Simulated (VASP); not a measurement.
Here is the system:

```yaml
crystal:
  lattice:
    - [2.91119, 0.00000, 0.00000]
    - [0.00000, 2.91119, 0.00000]
    - [0.00000, 0.00000, 2.91119]
  atoms:
    - { symbol: Al, position: [0.50000, 0.50000, 0.50000] }
    - { symbol: Ni, position: [0.00000, 0.00000, 0.00000] }
```

Method: revPBE GGA, VASP's PBE PAW potentials (set 64) (plane waves; VASP 6.6.1). Numerical set-up: 520 eV cut-off, 11×11×11 Γ-centred mesh, first-order Methfessel-Paxton smearing of 0.10 eV, potentials Al Ni.

Problem. What does the run give for the energy per atom (σ→0), band gap (on the k-mesh) with the smallest direct gap where there is one?

Solution. 
The band gap (on the k-mesh) is none (metal, semimetal or under 0.01 eV) and the energy per atom (σ→0) is -4.955 eV/atom.

The compound is NiAl in the CsCl type structure. It was relaxed first. The start is the result of an earlier pass. The run is not spin-polarised, so no magnetic state was tried. The electron count is odd and the run is not spin-polarised, which forces a metal.
